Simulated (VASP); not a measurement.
**ZrPbO3: Born charges and dielectric tensor with LDA**

Crystal: ZrPbO3.

```
CELL_PARAMETERS angstrom
4.14192 0.00000 0.00000
0.00000 4.14192 0.00000
0.00000 0.00000 4.14192
ATOMIC_POSITIONS crystal
Zr 0.00000 0.00000 0.00000
Pb 0.50000 0.50000 0.50000
O 0.50000 0.00000 0.00000
O 0.00000 0.00000 0.50000
O 0.00000 0.50000 0.00000
```

The cell is a database's computed one.

```json
{"Program": "VASP 6.6.1", "Task": "Born charges and dielectric tensor", "Functional": "LDA", "Potentials or basis": "VASP PAW LDA potentials, release 64 (Zr_sv, Pb_d, O)", "Cutoff": "600 eV", "k mesh": "6 × 6 × 6", "Occupations": "gaussian, width 0.02 eV", "Spin": "no spin polarisation", "Further INCAR settings": "ALGO = Fast; EDIFF = 1e-08; IBRION = 8; NSW = 1"}
```

```
Band gap on the k mesh                                  : 2.31 eV, indirect (least direct gap 2.33 eV)
Electronic dielectric tensor (diagonal)                 : 7.01
Born charges (mean of the diagonal)                     : Zr +5.92; Pb +3.92; O -3.28 e
Highest phonon frequency at Γ, LO-TO splitting left out : 550 cm⁻¹
Most unstable mode                                      : 140i cm⁻¹
```

Levels at points of the mesh, in eV from the valence-band top:
```
           k point  band 19  band 20  band 21  band 22  band 23  band 24  band 25  band 26
(0.00, 0.00, 0.00)    -1.04    -0.39    -0.39    -0.39     3.65     3.65     3.65     6.41
(0.50, 0.00, 0.00)    -1.29    -0.43    -0.43    -0.02     2.31     3.69     5.05     5.05
(0.50, 0.50, 0.00)    -2.11    -1.61    -0.75     0.00     4.23     4.40     4.40     5.91
(0.50, 0.50, 0.50)    -3.54    -0.03    -0.03    -0.03     5.62     5.62     5.62     7.26
```

Phonon frequencies in cm⁻¹ (negative: imaginary):
```tsv
q point	frequencies
(0.000, 0.000, 0.000)	-140 -140 -140 -1 -1 -1 57 57 57 159 159 159 550 550 550
```

Electronic dielectric tensor:
```
7.01 0.00 0.00
0.00 7.01 0.00
0.00 0.00 7.01
```

Born effective charge tensors (e):
atom 1, Zr
```
5.92 0.00 0.00
0.00 5.92 0.00
0.00 0.00 5.92
```
atom 2, Pb
```
3.92 0.00 0.00
0.00 3.92 0.00
0.00 0.00 3.92
```
atom 3, O
```
-4.88  0.00  0.00
 0.00 -2.48  0.00
 0.00  0.00 -2.48
```
atom 4, O
```
-2.48  0.00  0.00
 0.00 -2.48  0.00
 0.00  0.00 -4.88
```
atom 5, O
```
-2.48  0.00  0.00
 0.00 -4.88  0.00
 0.00  0.00 -2.48
```

Run time: 29 min on 1 thread of Intel(R) Xeon(R) Platinum 8488C (Sapphire Rapids), on a shared host, peak memory 0.64 GiB.

Caveat: some modes are imaginary; spin-orbit coupling is left out, which as a rule narrows the gap of such compounds by several tenths of an eV. A k mesh can miss the band edges.
